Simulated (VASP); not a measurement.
Data:

```xyz
2
Lattice="0.0000 2.5589 2.5589 2.5589 0.0000 2.5589 2.5589 2.5589 0.0000" Properties=species:S:1:pos:R:3 pbc="T T T"
Li     0.0000     0.0000     0.0000
Cl     2.5589     2.5589     2.5589
```

Computed with TPSS meta-GGA, VASP's PBE PAW potentials (set 64) (plane waves; VASP 6.6.1). Settings: 520 eV cut-off, 9×9×9 Γ-centred mesh, Gaussian smearing of 0.050 eV, potentials Li_sv Cl.

Problem. Estimate the energy per atom (σ→0), pressure, band gap (on the k-mesh) with the smallest direct gap where there is one.

Solution. 
```
Property                                     Result
-----------------------------------  --------------
band gap (on the k-mesh)                    6.52 eV
smallest direct gap (on the k-mesh)         6.52 eV
energy per atom (σ→0)                -6.912 eV/atom
pressure                                  -1.00 GPa
```

The compound is LiCl in the rock salt structure. This cell is one point of a volume scan, at 1.03 of the reference volume.
